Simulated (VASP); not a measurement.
# Ti2BN (Cmcm) in VASP: elastic constants with PBE

Aim: the elastic constants of Ti2BN with PBE.

Program: VASP 6.6.1. These are calculated values, not measurements. Logs are shortened: lines on timing, memory, paths and dates and some standing lists are left out, and cuts for length are marked.

### Step 1. Starting point

It takes space group Cmcm (No. 63, orthorhombic). The conventional cell has a = 3.141 Å, b = 17.223 Å, c = 3.016 Å, α = 90.00°, β = 90.00°, γ = 90.00°. Around Ti (site symmetry m2m) lie 5 N at 2.04 to 2.18 Å. Ti (site symmetry m2m) has 1 N at 2.01 Å and 4 B at 2.31 Å as nearest neighbours. Around B (site symmetry m2m) lie 2 B at 1.78 Å. N (site symmetry m2m) has 6 Ti at 2.01 to 2.18 Å as nearest neighbours.

The cell was built by a generator and needn't be a form met in nature.

### Step 2. Elastic constants, PBE

POSCAR

```
Ti2BN
1.0
    1.5703600000     -8.6113900000      0.0000000000
    1.5703600000      8.6113900000      0.0000000000
    0.0000000000      0.0000000000      3.0159200000
Ti B N
4 2 2
Direct
    0.6925820000      0.3074180000      0.2500000000
    0.0720860000      0.9279140000      0.7500000000
    0.3074180000      0.6925820000      0.7500000000
    0.9279140000      0.0720860000      0.2500000000
    0.5272100000      0.4727900000      0.2500000000
    0.4727900000      0.5272100000      0.7500000000
    0.1889140000      0.8110860000      0.7500000000
    0.8110860000      0.1889140000      0.2500000000
```

INCAR.step1

```
SYSTEM = Ti2BN
PREC = Accurate ; ENCUT = 520
EDIFF = 1E-8 ; ISMEAR = 0
SIGMA = 0.1 ; LREAL = .False.
LASPH = .True. ; NELM = 60
ALGO = Normal ; ISIF = 3
LWAVE = .False. ; LCHARG = .False.
GGA = PE ; KPAR = 8
IBRION = 2 ; NSW = 40
EDIFFG = -0.002
```

INCAR.step2

```
SYSTEM = Ti2BN
PREC = Accurate ; ENCUT = 520
EDIFF = 1E-8 ; ISMEAR = 0
SIGMA = 0.1 ; LREAL = .False.
LASPH = .True. ; NELM = 60
ALGO = Normal ; ISIF = 3
LWAVE = .False. ; LCHARG = .False.
GGA = PE ; KPAR = 8
IBRION = 6 ; NFREE = 2
POTIM = 0.015 ; NSW = 1
```

KPOINTS

```
regular mesh
0
Gamma
  7 7 7
  0 0 0
```

Potentials or basis: VASP PAW PBE potentials, release 64 (Ti_sv, B, N).

Started as:

```console
$ cat potpaw_PBE.64/Ti_sv/POTCAR potpaw_PBE.64/B/POTCAR potpaw_PBE.64/N/POTCAR > POTCAR
$ cp INCAR.step1 INCAR
$ mpirun -np 8 vasp_std > vasp.out
$ cp CONTCAR POSCAR
$ cp INCAR.step2 INCAR
$ mpirun -np 8 vasp_std > vasp.out
```

OUTCAR:

```text
SYSTEM = Ti2BN
   PREC = Accurate
   ENCUT = 520
   EDIFF = 1E-8
   ISMEAR = 0
   LREAL = .False.
   LASPH = .True.
   NELM = 60
   ISIF = 3
   GGA = PE
   IBRION = 6
   NFREE = 2
   POTIM = 0.015
   NSW = 1

 ion  position               nearest neighbor table
   1  0.693  0.307  0.250-   8 2.04   7 2.18   7 2.18   7 2.18   7 2.18
   2  0.072  0.928  0.750-   7 2.01   5 2.31   5 2.31   5 2.31   5 2.31   6 2.32   6 2.32   4 2.91
                             4 2.91
   3  0.307  0.693  0.750-   7 2.04   8 2.18   8 2.18   8 2.18   8 2.18
   4  0.928  0.072  0.250-   8 2.01   6 2.31   6 2.31   6 2.31   6 2.31   5 2.32   5 2.32   2 2.91
                             2 2.91
   5  0.527  0.473  0.250-   6 1.77   6 1.77   2 2.31   2 2.31   2 2.31   2 2.31   4 2.32   4 2.32

   6  0.473  0.527  0.750-   5 1.77   5 1.77   4 2.31   4 2.31   4 2.31   4 2.31   2 2.32   2 2.32

   7  0.189  0.811  0.750-   2 2.01   3 2.04   1 2.18   1 2.18   1 2.18   1 2.18
   8  0.811  0.189  0.250-   4 2.01   1 2.04   3 2.18   3 2.18   3 2.18   3 2.18

  LATTYP: Found a base centered orthorhombic cell.
 ALAT       =     3.1414275242
 B/A-ratio  =     5.4847718340
 C/A-ratio  =     0.9595517020

  Lattice vectors:

 A1 = (   1.5707137621,  -8.6150066016,   0.0000000000)
 A2 = (   1.5707137621,   8.6150066016,   0.0000000000)
 A3 = (   0.0000000000,   0.0000000000,   3.0143621275)

Analysis of symmetry for initial positions (statically):
=====================================================================
 Subroutine PRICEL returns:
 Original cell was already a primitive cell.

 Routine SETGRP: Setting up the symmetry group for a
 base centered orthorhombic supercell.

 Subroutine GETGRP returns: Found  8 space group operations
 (whereof  4 operations were pure point group operations)
 out of a pool of  8 trial point group operations.

The static configuration has the point symmetry C_2h.
 The point group associated with its full space group is D_2h.

Analysis of symmetry for dynamics (positions and initial velocities):
=====================================================================
 Subroutine PRICEL returns:
 Original cell was already a primitive cell.

 Routine SETGRP: Setting up the symmetry group for a
 base centered orthorhombic supercell.

 Subroutine GETGRP returns: Found  8 space group operations
 (whereof  4 operations were pure point group operations)
 out of a pool of  8 trial point group operations.

The dynamic configuration has the point symmetry C_2h.
 The point group associated with its full space group is D_2h.

 Subroutine INISYM returns: Found  8 space group operations
 (whereof  4 operations are pure point group operations),
 and found     1 'primitive' translations

----------------------------------------------------------------------------------------

                                     Primitive cell

  volume of cell :      81.5789

  direct lattice vectors                    reciprocal lattice vectors
     1.570713762 -8.615006602  0.000000000     0.318326618 -0.058038261  0.000000000
     1.570713762  8.615006602  0.000000000     0.318326618  0.058038261  0.000000000
     0.000000000  0.000000000  3.014362128     0.000000000  0.000000000  0.331745145

  length of vectors
     8.757024636  8.757024636  3.014362128     0.323574220  0.323574220  0.331745145

  position of ions in fractional coordinates (direct lattice)
     0.692602174  0.307397826  0.250000000
     0.072248920  0.927751080  0.750000000
     0.307397826  0.692602174  0.750000000
     0.927751080  0.072248920  0.250000000
[... 144 lines left out ...]
  --------------------------------------------------------------------------------------
  -------------------------------------------------------------------------------------
  Total        0.0008935      0.0023913     -0.0009460      0.0000000      0.0000000      0.0000000
  in kB        0.0175477      0.0469650     -0.0185789      0.0000000      0.0000000      0.0000000
  external PRESSURE =       0.0153113 kB  Pullay stress =       0.0000000 kB
[... 107 lines left out ...]
  FREE ENERGIE OF THE ION-ELECTRON SYSTEM (eV)
  ---------------------------------------------------
  free  energy   TOTEN  =       -71.9928571530 eV

  energy  without entropy=      -71.9778052903  energy(sigma->0) =      -71.98533122

 E-fermi :   9.8873     XC(G=0): -12.5154

 val. band max:        9.8839625475   @ k =  -0.2857   0.2857   0.1429
 cond. band min:       9.8879836683   @ k =  -0.2857   0.2857   0.0000
 fundamental gap:      0.0040211208
 Fermi energy:         9.8872540367

 k-point     1 :       0.0000    0.0000    0.0000
  band No.  band energies     occupation
      1     -47.7946      2.00000
      2     -47.7186      2.00000
      3     -46.7550      2.00000
      4     -46.7131      2.00000
      5     -24.0712      2.00000
      6     -24.0645      2.00000
[... 973 lines left out ...]
     37      11.2485      0.00000
     38      11.5302      0.00000

 [... further k-points ...]

[... ionic steps 4 to 34 ...]

--------------------------------------- Ionic step       35  -------------------------------------------

 number of electron      63.9999995 magnetization

------------------------ aborting loop because EDIFF is reached ----------------------------------------
[... 79 lines left out ...]
--------------------------------------- Ionic step       37  -------------------------------------------

 number of electron      63.9999994 magnetization

 Free energy of the ion-electron system (eV)
  ---------------------------------------------------
  ext. energy  EPLUGINS =         0.00000000
  ---------------------------------------------------
  free energy    TOTEN  =       -72.01558180 eV

  energy without entropy =      -72.00043310  energy(sigma->0) =      -72.00800745

 E-fermi :  10.0515     XC(G=0): -12.5915

 val. band max:       10.0495846478   @ k =   0.1429   0.1429   0.0000
 cond. band min:      10.0633691727   @ k =   0.4286  -0.2857   0.4286
 fundamental gap:      0.0137845250
 Fermi energy:        10.0515266668

 k-point     1 :       0.0000    0.0000    0.0000
  band No.  band energies     occupation
      1     -47.5895      2.00000
      2     -47.5094      2.00000
      3     -46.5581      2.00000
      4     -46.5141      2.00000
      5     -23.8847      2.00000
      6     -23.8592      2.00000
[... 1010 lines left out ...]
  FREE ENERGIE OF THE ION-ELECTRON SYSTEM (eV)
  ---------------------------------------------------
  free  energy   TOTEN  =       -72.0155818002 eV

  energy  without entropy=      -72.0004330984  energy(sigma->0) =      -72.00800745

 INTERNAL STRAIN TENSORS FROM STRAINED CELLS
 ============================================

 INTERNAL STRAIN TENSOR FOR ION    1 for displacements in x,y,z  (eV/Angst):
          X           Y           Z          XY          YZ          ZX
  --------------------------------------------------------------------------------
  x     0.00000     0.00000     0.00000     0.10841     0.00000     0.00000
  y    -0.29424   -18.77270     1.38750     0.00018    -0.00000     0.00035
  z     0.00000     0.00000     0.00000     0.00000     0.55433    -0.00000

 INTERNAL STRAIN TENSORS FROM DISPLACED ATOMS
 ============================================

 INTERNAL STRAIN TENSOR FOR ION    1 for displacements in x,y,z  (eV/Angst):
          X           Y           Z          XY          YZ          ZX
  --------------------------------------------------------------------------------
  x     0.00000     0.00000     0.00000     0.13223     0.00000     0.00000
  y    -0.36029   -18.71725     1.43810     0.00000     0.00000     0.00000
  z    -0.00000     0.00000     0.00000     0.00000     0.56399     0.00000

 INTERNAL STRAIN TENSOR FOR ION    8 for displacements in x,y,z  (eV/Angst):
          X           Y           Z          XY          YZ          ZX
  --------------------------------------------------------------------------------
  x     0.00000     0.00000     0.00000     0.96006     0.00000     0.00000
  y    -1.31508    -2.31067     2.17541     0.00000     0.00000     0.00000
  z     0.00000    -0.00000    -0.00000     0.00000     1.32965     0.00000

 Eigenvectors and eigenvalues of the dynamical matrix
 ----------------------------------------------------

   1 f  =   24.673358 THz   155.027281 2PiTHz  823.014635 cm-1   102.040764 meV
             X         Y         Z           dx          dy          dz
      1.570714 -3.318538  0.753591    -0.000000    0.000000   -0.004797
      1.570714  7.370157  2.260772    -0.000000   -0.000000   -0.068192
      1.570714  3.318538  2.260772    -0.000000   -0.000000    0.004797
      1.570714 -7.370157  0.753591    -0.000000   -0.000000    0.068192
      1.570714 -0.467119  0.753591     0.000000    0.000000    0.703794
      1.570714  0.467119  2.260772     0.000000    0.000000   -0.703794
      1.570714  5.358975  2.260772     0.000000    0.000000   -0.000715
      1.570714 -5.358975  0.753591     0.000000   -0.000000    0.000715
[... 243 lines left out ...]
  24 f/i=    0.002996 THz     0.018826 2PiTHz    0.099943 cm-1     0.012391 meV
             X         Y         Z           dx          dy          dz
      1.570714 -3.318538  0.753591    -0.445722   -0.000000    0.000000
      1.570714  7.370157  2.260772    -0.445412   -0.000000    0.000000
      1.570714  3.318538  2.260772    -0.445722   -0.000000    0.000000
      1.570714 -7.370157  0.753591    -0.445412   -0.000000    0.000000
      1.570714 -0.467119  0.753591    -0.211752   -0.000000    0.000000
      1.570714  0.467119  2.260772    -0.211752   -0.000000    0.000000
      1.570714  5.358975  2.260772    -0.241040   -0.000000    0.000000
      1.570714 -5.358975  0.753591    -0.241040   -0.000000    0.000000

--------------------------------------------------------------------------------------------------------

 ELASTIC MODULI CONTR FROM IONIC RELAXATION (kBar)
 Direction    XX          YY          ZZ          XY          YZ          ZX
 --------------------------------------------------------------------------------
 XX         -25.9794     78.4857     -3.8328      0.0000     -0.0000      0.0000
 YY          78.4857  -1629.0690    192.5393      0.0000     -0.0000      0.0000
 ZZ          -3.8328    192.5393    -31.2480     -0.0000      0.0000      0.0000
 XY           0.0000      0.0000     -0.0000   -312.6042     -0.0000      0.0000
 YZ          -0.0000     -0.0000      0.0000     -0.0000   -216.0344      0.0000
 ZX           0.0000      0.0000      0.0000      0.0000      0.0000      0.0000
 --------------------------------------------------------------------------------

 TOTAL ELASTIC MODULI (kBar)
 Direction    XX          YY          ZZ          XY          YZ          ZX
 --------------------------------------------------------------------------------
 XX        4036.8911   1512.2108   1218.1816      0.0000     -0.0000      0.0000
 YY        1512.2108   3792.5207   1206.9162      0.0000     -0.0000      0.0000
 ZZ        1218.1816   1206.9162   4644.9342     -0.0000      0.0000      0.0000
 XY           0.0000      0.0000     -0.0000   1350.9946     -0.0000      0.0000
 YZ          -0.0000     -0.0000      0.0000     -0.0000   1446.6684      0.0000
 ZX           0.0000      0.0000      0.0000      0.0000      0.0000   2041.0827
 --------------------------------------------------------------------------------
```

Wall time 35 min (8 MPI ranks of Intel Xeon 6975P-C (Granite Rapids), shared host); peak memory 0.73 GiB.

Results:

```
Voigt bulk modulus                                      : 226 GPa
Highest phonon frequency at Γ, LO-TO splitting left out : 823 cm⁻¹
```

The path:
```csv
step,energy change (eV),largest force (eV/Å),pressure (GPa),volume (Å³)
1,0.0000,0.0573,0.01,81.57
2,-0.0002,0.0176,-0.02,81.58
3,-0.0002,0.0159,-0.02,81.58
4,-0.0002,0.0041,0.03,81.57
5,-0.0002,0.0030,0.04,81.56
6,-0.0002,0.0041,-0.04,81.59
7,-0.0002,0.0030,-0.02,81.58
8,-0.0002,0.0014,0.00,81.58
```

Phonon frequencies in cm⁻¹ (negative: imaginary):
```csv
q point,frequencies
"(0.000, 0.000, 0.000)",0 0 0 174 183 214 223 232 289 316 316 342 463 475 482 485 505 527 587 592 605 606 626 823
```

Elastic tensor in Voigt notation (GPa, in the Cartesian axes of the cell as first typed):
```
404 151 122   0   0   0
151 379 121   0   0   0
122 121 464   0   0   0
  0   0   0 145   0   0
  0   0   0   0 204   0
  0   0   0   0   0 135
```

Clamped-ion elastic tensor (GPa):
```
406 143 122   0   0   0
143 542 101   0   0   0
122 101 468   0   0   0
  0   0   0 166   0   0
  0   0   0   0 204   0
  0   0   0   0   0 166
```
